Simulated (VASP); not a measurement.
OSZICAR of a VASP run on Pt (fcc):

**OSZICAR**
```
       N       E                     dE             d eps       ncg     rms          rms(c)
DAV:   1     0.353500353511E+02    0.35350E+02   -0.53752E+03  2738   0.999E+02
DAV:   2    -0.605707414531E+01   -0.41407E+02   -0.39453E+02  2756   0.182E+02
DAV:   3    -0.647763869543E+01   -0.42056E+00   -0.40780E+00  3091   0.181E+01
DAV:   4    -0.647903275928E+01   -0.13941E-02   -0.13938E-02  3019   0.109E+00
DAV:   5    -0.647904104526E+01   -0.82860E-05   -0.82851E-05  2931   0.790E-02    0.117E+01
DAV:   6    -0.613562349201E+01    0.34342E+00   -0.93177E-01  2661   0.874E+00    0.618E+00
DAV:   7    -0.609892482653E+01    0.36699E-01   -0.15130E-01  2793   0.341E+00    0.246E+00
DAV:   8    -0.609570213029E+01    0.32227E-02   -0.52794E-03  2812   0.708E-01    0.504E-01
DAV:   9    -0.609553127558E+01    0.17085E-03   -0.13722E-04  2772   0.118E-01    0.149E-02
DAV:  10    -0.609553630797E+01   -0.50324E-05   -0.27010E-06  3009   0.145E-02    0.322E-03
DAV:  11    -0.609553632209E+01   -0.14119E-07   -0.44710E-08  1406   0.217E-03
   1 F= -.60955363E+01 E0= -.60952065E+01  d E =-.609554E+01
```

Q: Which electronic solver shows in the log?

A: It is blocked Davidson (ALGO = Normal, or the opening steps of other solvers). The INCAR had ALGO = Normal.

Q: Can the final energy be trusted as converged?

A: Self-consistency was reached. It stopped with EDIFF = 1E-6, NELM = 100, NSW = 40 and EDIFFG = -0.02 after 1 ionic step (PBE GGA, plane waves, VASP's PBE PAW potentials (set 64)).

The compound is Pt in the fcc structure. It was relaxed first.
